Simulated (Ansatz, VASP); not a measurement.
**MgRe3: VASP beside Ansatz**

The input INCAR:

```
PREC     = Accurate       # precision mode
ENCUT    = 520            # plane-wave cutoff, eV
EDIFF    = 1E-7           # SCF threshold, eV
ISMEAR   = -1             # smearing method
SIGMA    = 0.05           # smearing width, eV
LREAL    = False          # projectors in reciprocal space
LASPH    = True           # aspherical terms in the spheres
NELM     = 80             # most SCF steps
ALGO     = Normal         # electronic algorithm
ISIF     = 2              # what is computed and relaxed
LWAVE    = False          # write WAVECAR
LCHARG   = False          # write CHGCAR
GGA      = PE             # functional
NBANDS   = 20             # bands
```

Contents of KPOINTS:

```
regular mesh
0
Gamma
  7 7 7
```

POSCAR

```
MgRe3
1.0
    0.0000000000      3.0724346238      3.0724346238
    3.0724346238      0.0000000000      3.0724346238
    3.0724346238      3.0724346238      0.0000000000
Re Mg
3 1
Direct
    0.7500000000      0.7500000000      0.7500000000
    0.5000000000      0.5000000000      0.5000000000
    0.2500000000      0.2500000000      0.2500000000
    0.0000000000      0.0000000000      0.0000000000
```

Contents of input.yaml:

```yaml
crystal:
  lattice:
    - [0.0, 3.0724346238, 3.0724346238]
    - [3.0724346238, 0.0, 3.0724346238]
    - [3.0724346238, 3.0724346238, 0.0]
  atoms:
    - { symbol: Re, position: [0.75, 0.75, 0.75] }
    - { symbol: Re, position: [0.5, 0.5, 0.5] }
    - { symbol: Re, position: [0.25, 0.25, 0.25] }
    - { symbol: Mg, position: [0.0, 0.0, 0.0] }
hamiltonian:
  xc: pbe
  pseudopotentials: { kind: paw }
kpoints:
  mp_grid: { grid: [7, 7, 7] }
scf:
  occupations: { method: fermi_dirac, width: 0.05 }
output:
  forces: true
  stress: true
  eigenvalues: true
```

Change from the starting cell: volume scaled by 0.96.

Alike in both runs: task single point; functional PBE; k mesh 7 × 7 × 7; occupations fermi-dirac, width 0.05 eV; no spin polarisation.

|  | VASP | Ansatz |
| --- | --- | --- |
| version | VASP 6.6.1 | Ansatz 0.2.0 |
| potentials or method | VASP PAW PBE potentials, release 64 (Re, Mg) | Ansatz PAW |
| plane-wave cutoff (eV) | 520 | 420 |
| valence electrons in the cell | 23 | 55 |

VASP gave:

```
gap on the k mesh at the Fermi level (eV) : none
pressure (GPa)                            : 10.8
```

Estimate Ansatz's values.

gap on the k mesh at the Fermi level (eV): none; pressure (GPa): 11.3.

A gap of «none» marks a metal or a gap that the smearing closes. The functional is the same, so the differences come from potentials, cutoffs and numerics. The two sets of potentials don't hold the same shells in valence.

Spin-orbit coupling is left out, which matters for the levels of Re.
